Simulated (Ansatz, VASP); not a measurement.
## Two plane-wave programs on BaBr

```xyz
2
Lattice="4.3844 0.0000 0.0000 0.0000 4.9331 0.0000 0.0000 0.0000 4.5814" Properties=species:S:1:pos:R:3 pbc="T T T"
Ba    0.0000    2.4665    0.0000
Br    2.1922    0.0000    0.0000
```

Alike in both runs: functional PBE; k mesh 6 × 4 × 4; occupations gaussian, width 0.1 eV; no spin polarisation.

Ansatz relaxed the structure, and its values are those at the end. VASP's run is a single point on that final structure, the one shown.

|  | VASP | Ansatz |
| --- | --- | --- |
| version | VASP 6.6.1 | Ansatz 0.2.0 |
| potentials or method | VASP PAW PBE potentials, release 64 (Ba_sv, Br) | scalar-relativistic, plane waves, PAW |
| plane-wave cutoff (eV) | 520 | 420 |
| valence electrons in the cell | 17 | 17 |

VASP gave:

- gap on the k mesh at the Fermi level (eV): none
- pressure (GPa): 0.2

Question: Estimate Ansatz's values.

Answer: gap on the k mesh at the Fermi level (eV): none; pressure (GPa): -0.1.

A gap of «none» marks a metal or a gap that the smearing closes.

Caveats: an odd number of electrons without spin polarisation forces a metal; a magnetic or distorted state may lie lower. The runs have no spin-orbit coupling, so splittings on Ba are missing.
